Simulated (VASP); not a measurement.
Computed with LDA (Ceperley-Alder, Perdew-Zunger), VASP's LDA PAW potentials (set 64) (plane waves; VASP).

A VASP calculation is set up with these files.

INCAR:
```
! general
SYSTEM  = NiSi2
PREC    = Accurate
ENCUT   = 300
LREAL   = .False.
LASPH   = .True.

! electronic loop
EDIFF   = 1E-6
NELM    = 100
ALGO    = Normal
LMAXMIX = 4

! smearing
ISMEAR  = -1
SIGMA   = 0.1

! ions
ISIF    = 2

! output
LWAVE   = .False.
LCHARG  = .False.
LORBIT  = 11
NEDOS   = 601
```

File POSCAR:
```
NiSi2
1
    3.8086960000     0.0000000000     0.0000000000
   -3.8086960000     3.8086960000     0.0000000000
    0.0000000000     0.0000000000    19.4260000000
Ni Si
4 8
Direct
  0.0117700000   0.0058570000   0.4665720000
  1.0139890000   0.5131250000   0.3260400000
 -0.0029900000  -0.0015180000   0.7369380000
  1.0239190000   0.5057060000   0.6043630000
  0.4854920000  -0.0037890000   0.3964260000
  0.5021570000   0.5035780000   0.3959550000
  0.4761920000   0.4916860000   0.2570940000
  0.5188410000   0.0081860000   0.2596630000
  0.4819730000  -0.0152030000   0.6724030000
  0.4925030000   0.4901810000   0.6742750000
  0.5096810000   0.5106700000   0.5355380000
  0.4864740000  -0.0084800000   0.5360890000
```

KPOINTS:
```
Automatic mesh
0
Gamma
15 11 1
0 0 0
```

POTCAR, in this order: Ni Si (LDA.64 set). Program: vasp_std.

Question: What will the output report for the number of irreducible k-points (NKPTS), largest plane-wave count, number of space-group operations, FFT grid (NGX, NGY, NGZ)?

Answer: 
number of irreducible k-points (NKPTS): 83
largest plane-wave count: 3355
number of space-group operations: 1
FFT grid (NGX, NGY, NGZ): 24 × 30 × 112

The cell is a sheet with vacuum, built from a database entry that may be metastable or hypothetical. The run is not spin-polarised, so no magnetic state was tried.
